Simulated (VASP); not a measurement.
TaAlO3:

```
Ta Al O
1.0
     3.40000    0.00000    0.00000
    -1.70000    2.94449    0.00000
     0.00000    0.00000   11.30000
Ta Al O
2 2 6
Direct
  0.00000 0.00000 0.50000
  0.00000 0.00000 0.00000
  0.33333 0.66667 0.25000
  0.66667 0.33333 0.75000
  0.33333 0.66667 0.08700
  0.33333 0.66667 0.41300
  0.00000 0.00000 0.25000
  0.66667 0.33333 0.91300
  0.66667 0.33333 0.58700
  0.00000 0.00000 0.75000
```

The cell was built by a generator and needn't be a form met in nature.

| Quantity | Value |
| --- | --- |
| Program | VASP 6.6.1 |
| Task | relaxation of cell and atoms |
| Functional | PBE |
| Potentials or basis | VASP PAW PBE potentials, release 64 (Ta_pv, Al, O) |
| Cutoff | 520 eV |
| k mesh | 5 × 5 × 2 |
| Occupations | gaussian, width 0.15 eV |
| Spin | no spin polarisation |

At the start: pressure -9.0 GPa; volume 11.31 Å³/atom.

Q: How do energy, volume and symmetry change on relaxing?

A: Over 10 steps the energy falls by 239.3 meV/atom and the volume is 10.48 Å³/atom (-7.3 %); space group P6_3/mmc (No. 194, to 0.05 Å).

Step by step:
```
step  energy change (eV)  largest force (eV/Å)  pressure (GPa)  volume (Å³)
   1              0.0000                0.5534           -8.98       113.13
   2             -0.7243                1.4054           10.60       102.90
   3             -0.7283                1.4851           12.40       102.11
   4             -1.2086                1.3894           12.94       101.34
   5             -2.0422                0.5992           17.74        98.38
   6             -2.3882                0.2471           -0.30       104.66
   7             -2.3887                0.2088            0.49       104.40
   8             -2.3887                0.2322            0.14       104.52
   9             -2.3918                0.1367           -0.07       104.66
  10             -2.3930                0.0189           -0.24       104.81
```

Final structure:
```cif
data_structure
_symmetry_space_group_name_H-M 'P 1'
_symmetry_Int_Tables_number 1
_cell_length_a 3.0463
_cell_length_b 3.0463
_cell_length_c 13.0425
_cell_angle_alpha 90.000
_cell_angle_beta 90.000
_cell_angle_gamma 120.000
_cell_volume 104.81
loop_
_atom_site_label
_atom_site_type_symbol
_atom_site_fract_x
_atom_site_fract_y
_atom_site_fract_z
_atom_site_occupancy
Ta1 Ta 0.00000 0.00000 0.50000 1
Ta2 Ta 0.00000 0.00000 0.00000 1
Al1 Al 0.33333 0.66667 0.25000 1
Al2 Al 0.66667 0.33333 0.75000 1
O1 O 0.33333 0.66667 0.10014 1
O2 O 0.33333 0.66667 0.39986 1
O3 O 0.00000 0.00000 0.25000 1
O4 O 0.66667 0.33333 0.89986 1
O5 O 0.66667 0.33333 0.60014 1
O6 O 0.00000 0.00000 0.75000 1
```

Caveat: the k mesh is coarse (spacing up to 0.43 Å⁻¹), so the values aren't converged.
